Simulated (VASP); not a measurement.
```
CELL_PARAMETERS angstrom
      0.00000     2.87640     2.87640
      2.87640     0.00000     2.87640
      2.87640     2.87640     0.00000
ATOMIC_POSITIONS crystal
  Na 0.00000 0.00000 0.00000
  Cl 0.50000 0.50000 0.50000
```

Level of theory: PBE GGA, VASP's PBE PAW potentials (set 64) (plane waves; VASP). Settings: 400 eV cut-off, 6×6×6 Γ-centred mesh, Gaussian smearing of 0.050 eV, potentials Na_pv Cl.

Q: Predict the energy per atom (σ→0), band gap (on the k-mesh) with the smallest direct gap where there is one.

A: 
- band gap (on the k-mesh): 4.88 eV
- smallest direct gap (on the k-mesh): 4.88 eV
- energy per atom (σ→0): -3.387 eV/atom

Only differences to runs with the same potentials and settings are physical.

The compound is NaCl in the rock salt structure. The cell was not relaxed at this level.
